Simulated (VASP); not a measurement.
## TiSnS4: relaxation of cell and atoms with PBE

TiSnS4:

```
Ti Sn S
1.0
     0.00000    4.21826    4.21826
     4.21826    0.00000    4.21826
     4.21826    4.21826    0.00000
Ti Sn S
1 1 4
Direct
  0.00000 0.00000 0.00000
  0.75000 0.75000 0.75000
  0.37498 0.37498 0.87507
  0.37498 0.37498 0.37498
  0.37498 0.87507 0.37498
  0.87507 0.37498 0.37498
```

The cell was built by a generator and needn't be a form met in nature.

- Program: VASP 6.6.1
- Task: relaxation of cell and atoms
- Functional: PBE
- Potentials or basis: VASP PAW PBE potentials, release 64 (Ti_sv, Sn_d, S)
- Cutoff: 520 eV
- k mesh: 3 × 3 × 3
- Occupations: gaussian, width 0.15 eV
- Spin: no spin polarisation
- Further INCAR settings: PREC = Normal; ALGO = Fast; EDIFF = 0.0001; IBRION = 2; EDIFFG = -0.08; NSW = 24; ISIF = 3

| Item | Value |
| --- | --- |
| Relaxed volume | 18.01 Å³/atom |
| Relaxed cell | a = 5.347 Å, b = 5.347 Å, c = 5.347 Å, α = 60.00°, β = 60.00°, γ = 60.00° |
| Space group after relaxing (to 0.05 Å) | F-43m (No. 216) |
| Energy gained by relaxing | 340.8 meV/atom |
| Ionic steps | 5 |
| Pressure after relaxing | 0.1 GPa |
| Largest force after relaxing | 0.053 eV/Å |
| Band gap on the k mesh | none (metal or under the smearing width) |

Forces in eV/Å, atoms in the order of the input:
```
Ti   0.000  0.000  0.000
Sn   0.000  0.000  0.000
S    0.030  0.030 -0.030
S   -0.030 -0.030 -0.030
S    0.030 -0.030  0.030
S   -0.030  0.030  0.030
```

Step by step:
```
step  energy change (eV)  largest force (eV/Å)  pressure (GPa)  volume (Å³)
   1              0.0000                0.0852          -11.59       150.12
   2             -1.9715                0.0978           -3.59       114.13
   3             -2.0429                0.0971           -0.03       108.27
   4             -2.0429                0.0966            0.31       107.52
   5             -2.0449                0.0528            0.08       108.08
```

Final structure:
```
Ti Sn S
1.0
     0.00000    3.78067    3.78067
     3.78067    0.00000    3.78067
     3.78067    3.78067    0.00000
Ti Sn S
1 1 4
Direct
  0.00000 0.00000 0.00000
  0.75000 0.75000 0.75000
  0.37426 0.37426 0.87722
  0.37426 0.37426 0.37426
  0.37426 0.87722 0.37426
  0.87722 0.37426 0.37426
```

Levels at points of the mesh, in eV from the Fermi level:
```
           k point  band 23  band 24  band 25  band 26  band 27  band 28
(0.00, 0.00, 0.00)    -0.63     1.00     1.00     1.00     1.15     1.29
```

Wall time 100 s on 1 thread of Intel(R) Xeon(R) Platinum 8488C (Sapphire Rapids) (shared host), peak memory 0.23 GiB.

Caveat: the k mesh is coarse (spacing up to 0.43 Å⁻¹), so the values aren't converged; the volume moved by over 15 % at a fixed basis, so the end points are rough; the relaxation stopped at a loose force limit of 0.08 eV/Å, so its end isn't a converged minimum.
